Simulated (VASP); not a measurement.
Method: LDA (Ceperley-Alder, Perdew-Zunger), VASP's LDA PAW potentials (set 64) (plane waves; VASP).

A VASP calculation is set up with these files.

File KPOINTS:
```
K-points
0
gamma
10 10 10
0 0 0
```

### POSCAR
```
AgCl
1
   -0.0000000000     2.6746737228     2.6746737228
    2.6746737228     0.0000000000     2.6746737228
    2.6746737228     2.6746737228     0.0000000000
Ag Cl
1 1
Direct
  1.0000000000   1.0000000000   1.0000000000
  0.5000000000   0.5000000000   0.5000000000
```

INCAR:
```
# general
SYSTEM =AgCl
PREC   =Accurate
ENCUT  =400
LREAL  =.FALSE.
LASPH  =.TRUE.

# electronic loop
EDIFF  =1E-7
NELM   =100
ALGO   =Normal
LMAXMIX=4

# smearing
ISMEAR =-5

# ions
ISIF   =2

# output
LWAVE  =.FALSE.
LCHARG =.TRUE.
LORBIT =11
NEDOS  =601
```

POTCAR, in this order: Ag Cl (LDA.64 set). Program: vasp_std.

The run wrote:

### OSZICAR
```
       N       E                     dE             d eps       ncg     rms          rms(c)
DAV:   1     0.845376957946E+02    0.84538E+02   -0.78327E+03  1286   0.103E+03
DAV:   2    -0.384639368803E+01   -0.88384E+02   -0.83403E+02  1505   0.231E+02
DAV:   3    -0.692450743220E+01   -0.30781E+01   -0.30694E+01  1402   0.463E+01
DAV:   4    -0.694810655466E+01   -0.23599E-01   -0.23596E-01  1417   0.451E+00
DAV:   5    -0.694842867822E+01   -0.32212E-03   -0.32212E-03  1412   0.516E-01    0.895E+00
DAV:   6    -0.680173850153E+01    0.14669E+00   -0.32280E-01  1325   0.832E+00    0.583E+00
DAV:   7    -0.679510519100E+01    0.66333E-02   -0.72286E-02  1232   0.219E+00    0.220E+00
DAV:   8    -0.679283110465E+01    0.22741E-02   -0.39305E-03  1342   0.711E-01    0.272E-01
DAV:   9    -0.679274678437E+01    0.84320E-04   -0.47894E-04  1372   0.287E-01    0.329E-02
DAV:  10    -0.679275107415E+01   -0.42898E-05   -0.12494E-05  1355   0.412E-02    0.138E-02
DAV:  11    -0.679275213005E+01   -0.10559E-05   -0.14656E-06  1332   0.116E-02    0.407E-03
DAV:  12    -0.679275203057E+01    0.99479E-07   -0.15958E-07   920   0.437E-03
   1 F= -.67927520E+01 E0= -.67927520E+01  d E =0.000000E+00
```

File OUTCAR:
```
------------------------ aborting loop because EDIFF is reached ----------------------------------------
  FORCE on cell =-STRESS in cart. coord.  units (eV):
  Direction    XX          YY          ZZ          XY          YZ          ZX
  --------------------------------------------------------------------------------------
  Total        0.0049854      0.0049854      0.0049854      0.0000000      0.0000000      0.0000000
  in kB        0.2087240      0.2087240      0.2087240      0.0000000      0.0000000      0.0000000
  external PRESSURE =       0.2087240 kB  Pullay stress =       0.0000000 kB
  volume of cell :       38.27
      direct lattice vectors                 reciprocal lattice vectors
     0.000000000  2.674673723  2.674673723    -0.186938689  0.186938689  0.186938689
     2.674673723  0.000000000  2.674673723     0.186938689 -0.186938689  0.186938689
     2.674673723  2.674673723  0.000000000     0.186938689  0.186938689 -0.186938689
  FREE ENERGIE OF THE ION-ELECTRON SYSTEM (eV)
  ---------------------------------------------------
  free  energy   TOTEN  =        -6.7927520306 eV

  energy  without entropy=       -6.7927520306  energy(sigma->0) =       -6.79275203

 total charge

# of ion       s       p       d       tot
------------------------------------------
    1        0.242   0.188   9.352   9.783
    2        1.601   3.449   0.000   5.050
--------------------------------------------------
tot          1.843   3.637   9.352  14.833
```
(Selected blocks of OUTCAR.)

The structure comes from a computed database's AgCl entry (Fm-3m); how it stands against other phases isn't given here. It was relaxed first, which changed the volume by -10 %.
